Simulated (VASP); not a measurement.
Input:

```
CaCd3O4
1.0
    3.33365    -4.73389     0.00000
    3.33365     4.73389     0.00000
    0.00000     0.00000     3.37048
Ca Cd O
1 3 4
Cartesian
  3.33365   0.00000   0.00000
  1.66683   2.36694   1.68524
  1.66683  -2.36694   1.68524
  0.00000   0.00000   0.00000
  3.33365   2.37225   0.00000
  3.33365  -2.37225   0.00000
  4.99067   0.00000   1.68524
  1.67663   0.00000   1.68524
```

The numbers are results of LDA (Ceperley-Alder, Perdew-Zunger), VASP's LDA PAW potentials (set 64) (plane waves; VASP), not measurements. Settings: 400 eV cut-off, 4×4×7 Γ-centred mesh, Gaussian smearing of 0.14 eV, potentials Ca_sv Cd O.

### Question
Give the energies of bands 24 to 37 at the high-symmetry points, in eV from the valence-band maximum.

### Answer

```tsv
band	Γ	Y	C0	Z	A0	T	S	R
24	-4.19	-4.03	-3.82	-3.66	-4.24	-4.28	-4.10	-4.25
25	-3.74	-3.33	-3.46	-3.39	-3.73	-3.83	-3.45	-3.62
26	-3.42	-2.83	-3.23	-3.39	-3.50	-3.81	-3.30	-3.16
27	-2.06	-2.48	-2.54	-3.23	-3.24	-3.31	-2.56	-3.12
28	-1.99	-1.83	-2.06	-2.31	-2.23	-2.21	-2.33	-2.45
29	-1.15	-1.79	-1.61	-2.15	-2.04	-1.87	-1.86	-2.12
30	-1.11	-1.64	-1.53	-2.15	-1.92	-1.85	-1.30	-1.61
31	-1.08	-1.55	-1.51	-1.89	-1.73	-1.75	-0.93	-1.59
32	-0.97	-1.19	-1.12	-1.60	-0.86	-0.92	-0.93	-1.28
33	-0.91	-1.15	-1.09	-1.32	-0.71	-0.80	-0.92	-1.20
34	-0.11	-1.06	-0.65	-0.94	-0.67	-0.11	-0.40	-0.64
35	0.00	-0.12	-0.34	-0.11	-0.15	0.00	-0.37	-0.54
36	0.14	3.41	3.41	4.69	3.76	3.40	2.86	4.78
37	4.61	3.45	3.63	5.28	5.09	4.69	2.93	5.17
```

The gap is direct, 0.14 eV, from the valence maximum at Γ to the conduction minimum at Γ.

The structure comes from a computed database's CaCd3O4 entry (Cmmm); how it stands against other phases isn't given here. The cell was not relaxed at this level.
